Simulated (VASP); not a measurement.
Data:

```
CELL_PARAMETERS angstrom
     -1.78610     1.78610     6.04684
      1.78610    -1.78610     6.04684
      1.78610     1.78610    -6.04684
ATOMIC_POSITIONS crystal
  Ru 0.75000 0.75000 0.00000
  Ru 0.50000 0.00000 0.50000
  Te 0.16600 0.16600 0.00000
  Te 0.91600 0.41600 0.50000
```

Computed with PBE GGA, VASP's PBE PAW potentials (set 64) (plane waves; VASP). Numerical set-up: 400 eV cut-off, 8×8×8 Γ-centred mesh, Gaussian smearing of 0.050 eV, potentials Ru_pv Te.

Unless said otherwise, spin-orbit coupling is left out, though it shifts the bands of the heavy elements here.

Q: Predict the energy per atom (σ→0), pressure, band gap (on the k-mesh) with the smallest direct gap where there is one.

A: 
```json
{
  "band gap (on the k-mesh)": "none (metal, semimetal or under 0.01 eV)",
  "energy per atom (σ→0)": "-5.789 eV/atom",
  "pressure": "2.52 GPa"
}
```

The structure was generated: TeRu was put into the NbAs type (I4_1md), which need not be its known phase. The cell was not relaxed at this level. The k-mesh is coarse (spacing up to 0.31 per Å, 2π included), so the numbers may not be converged in it.
